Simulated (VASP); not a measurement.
# TiTe2 with PBE: from relaxation to properties, part 6 of 6

How well does PBE reproduce what experiment finds for TiTe2? The cell is relaxed first, and properties follow on it. The start is a cell from a database of measured crystal structures.

VASP 6.6.1; PBE, no spin polarisation; plane waves and PAW (Ti_sv, Te).

Still holding for the runs below: This run has no spin polarisation, although Ti can carry a moment. The k-mesh is coarse for a metal.

So far. Step 13 (Volume scan with PBE, volume scale 1.04): The run ends at a pressure of -2.19 GPa, with forces up to 0.31 eV/Å.

### Step 14. Volume scan with PBE, volume scale 1.06

A prediction first. A parabola through the 6 pressures of evenly scaled cells so far, P = -0.03 -61.0 t +155 t² GPa with t = ln(V/V₁) and V₁ the volume at scale 1, gives -3.06 GPa at t = +0.0583.

The input, INCAR:

```
SYSTEM = TiTe2
PREC = Accurate
ENCUT = 400
EDIFF = 1E-06
NELM = 100
ISMEAR = 0
SIGMA = 0.05
LREAL = .FALSE.
ALGO = Normal
GGA = PE
NBANDS = 18
LASPH = .TRUE.
LORBIT = 11
LWAVE = .FALSE.
LCHARG = .FALSE.
KPAR = 2
ISIF = 2
```

The input, POSCAR:

```
TiTe2
1.0
    3.8680591578      0.0000000000      0.0000000000
   -1.9340295788      3.3498374939      0.0000000000
    0.0000000000      0.0000000000      6.7698847736
Ti Te
1 2
Direct
    0.0000000000      0.0000000000      0.0000000000
    0.6666666667      0.3333333333      0.2570798756
    0.3333333333      0.6666666667      0.7429201244
```

The input, KPOINTS:

```
Automatic mesh
0
Gamma
7 7 4
0 0 0
```

PAW data sets: Ti_sv and Te (PBE family, release 64).

Run with:

```
$ mpirun -np 2 vasp_std
```

Output:

```text
[... set-up lines as in an earlier step ...]
 entering main loop
       N       E                     dE             d eps       ncg     rms          rms(c)
DAV:   1     0.155634607845E+03    0.15563E+03   -0.92830E+03  1008   0.101E+03
DAV:   2    -0.557932908731E+01   -0.16121E+03   -0.15766E+03  1128   0.273E+02
DAV:   3    -0.184518211964E+02   -0.12872E+02   -0.12640E+02  1604   0.763E+01
DAV:   4    -0.188305161992E+02   -0.37870E+00   -0.37765E+00  1318   0.124E+01
[...]
DAV:  15    -0.161703683952E+02    0.71182E-04   -0.13537E-04  1398   0.685E-02    0.758E-02
DAV:  16    -0.161703464250E+02    0.21970E-04   -0.90968E-05  1350   0.552E-02    0.850E-03
DAV:  17    -0.161703465188E+02   -0.93892E-07   -0.15016E-06   844   0.104E-02
   1 F= -.16170347E+02 E0= -.16169470E+02  d E =-.175218E-02
```

Elapsed: 11 s, on 2 MPI ranks of Intel Xeon 6975P-C (Granite Rapids), shared host; peak memory 0.36 GiB.

From OUTCAR (step 14):

```text
  Total       -1.6992840     -1.6992840     -1.7979600     -0.0000000     -0.0000000     -0.0000000
  in kB      -31.0369056    -31.0369056    -32.8391943     -0.0000000     -0.0000000     -0.0000000
  external PRESSURE =     -31.6376685 kB  Pullay stress =       0.0000000 kB

 POSITION                                       TOTAL-FORCE (eV/Angst)
 -----------------------------------------------------------------------------------
      0.00000      0.00000      0.00000         0.000000      0.000000     -0.000000
      1.93403      1.11661      1.74040        -0.000000      0.000000     -0.457819
     -0.00000      2.23322      5.02948         0.000000     -0.000000      0.457819
 -----------------------------------------------------------------------------------
    total drift:                               -0.000000     -0.000000     -0.000000

  FREE ENERGIE OF THE ION-ELECTRON SYSTEM (eV)
  ---------------------------------------------------
  free  energy   TOTEN  =       -16.1703465188 eV

  energy  without entropy=      -16.1685943347  energy(sigma->0) =      -16.16947043

[... 1 part as in an earlier step ...]

[... 2 further parts left out ...]
[key lines of the parts left out:]
E-fermi :   5.8122
```

The pressure falls from -2.19 to -3.16 GPa. The parabola predicted -3.06 GPa, +0.10 GPa off.

### Step 15. Comparing the runs

Times are for 2 MPI ranks of Intel Xeon 6975P-C (Granite Rapids), shared host. Results by setting:

| no. | volume scale | energy above the lowest point (meV/atom) | pressure (GPa) | time | memory (GiB) |
| --- | --- | --- | --- | --- | --- |
| 1 | 0.94 | 22.9 | 4.320 | 7 s | 0.32 |
| 2 | 0.96 | 10.24 | 2.737 | 7.6 s | 0.33 |
| 3 | 0.98 | 2.78 | 1.315 | 9.8 s | 0.37 |
| 4 | 1 | 0 | -0.1194 | 9.2 s | 0.38 |
| 5 | 1.02 | 1.43 | -1.137 | 10 s | 0.36 |
| 6 | 1.04 | 6.7 | -2.186 | 11 s | 0.37 |
| 7 | 1.06 | 15.37 | -3.164 | 11 s | 0.36 |

### Step 16. Fit for PBE

This step: Birch-Murnaghan fit, PBE; plane waves and PAW (VASP 6.6.1).

No new run; the numbers come from the runs before.

Numbers from this step:

```
pressure derivative of the bulk modulus : 4.196
r.m.s. error of the fit                 : 5.67e-6 eV/atom
minimum inside the sampled range        : yes
bulk modulus                            : 60.53 GPa
equilibrium volume of the fit           : 27.66 Å³/atom
```

Table of energy above the fitted minimum by volume:

| volume (Å³/atom) | energy above the fitted minimum (eV/atom) |
| --- | --- |
| 25.93 | 0.0229 |
| 26.48 | 0.0103 |
| 27.03 | 0.00282 |
| 27.58 | 4.4e-5 |
| 28.14 | 0.00148 |
| 28.69 | 0.00675 |
| 29.24 | 0.0154 |

The fitted volume lies +0.28 % from the relaxed one. At a finite cutoff and mesh the minimum of the energy and the zero of the stress don't quite coincide, and the relaxation stops at a threshold. The atoms bear forces along the scan, since they were held; freeing them would lower the modulus.

### Step 17. Results

| Property | Result |
| --- | --- |
| relaxed volume | 27.58 Å³/atom |
| relaxed conventional cell a, b, c | 3.794, 3.794, 6.640 Å; angles 90.0, 90.0, 120.0° |
| space group after relaxing, within 0.02 Å | P-3m1 (No. 164) |
| band gap | none, a metal |
| DOS at the Fermi level | 1.42 states/eV/cell |
| highest zone-centre mode | 262 cm⁻¹ |
| bulk modulus from the fit | 60.5 GPa |
| volume from the fit | 27.7 Å³/atom |

With PBE, TiTe2 relaxes to 27.58 Å³/atom in space group P-3m1 (held by the symmetry of the run), comes out as a metal and has a bulk modulus of 60.5 GPa at fixed shape and positions, an upper bound. Against the listed cell the volume lies +3.1 % (a +0.4 %, c +2.2 %). Bands along the symmetry lines (PBE): Of the bands kept, 4 cross the Fermi level on this path. Vibrations at Γ (PBE): The highest mode in this list at Γ, 262.3 cm⁻¹, is mostly motion of Ti (84 % of the kinetic energy). Spin-orbit coupling is left out, and with elements this heavy it would split and shift bands near the Fermi level. The k-sampling is coarse for a metal, so the Fermi level, pressures and the shape of the cell carry errors. Magnetism was not tested. Modes at Γ alone can't show that the crystal is stable at other wave vectors. The bonds form layers, and without a dispersion term the spacing between them, and what depends on it, is unreliable. No search among competing phases was made, and a listed structure need not be the one stable at ambient conditions. All values are for a static lattice at zero temperature.

Comparison with the measured values:

| quantity | measured | PBE |
| --- | --- | --- |
| Raman mode, Eg, earlier experiment … (cm⁻¹) | 102 | 97 (-5.1 %) |
| Raman mode, A1g, earlier experiment … (cm⁻¹) | 145 | 138 (-4.8 %) |

Measured values from arxiv:1709.00815 (2017).

**Verdict.** The Raman mode is off by -5.1 %: fair agreement. The Raman mode is off by -4.8 %: fair agreement. The grades are ours: good and fair within 3 and 7 % for the Raman mode. For Raman mode the calculation has a static lattice, without zero-point motion or thermal expansion.

[Lines on the potential files, build, host, timing and source positions are cut from VASP's logs without a mark.]

[Logs are printed without paths, hosts, clocks, repeated set-up lines and the standing remarks that a program may print on its own settings, such as how far it seeks lower states.]

[Hosts, paths, dates, database ids (printed as entryN), source tags and the programs' standing remarks are cut or masked in the printed files.]

[A measured line is paired with the nearest computed mode of its activity, which favours agreement.]
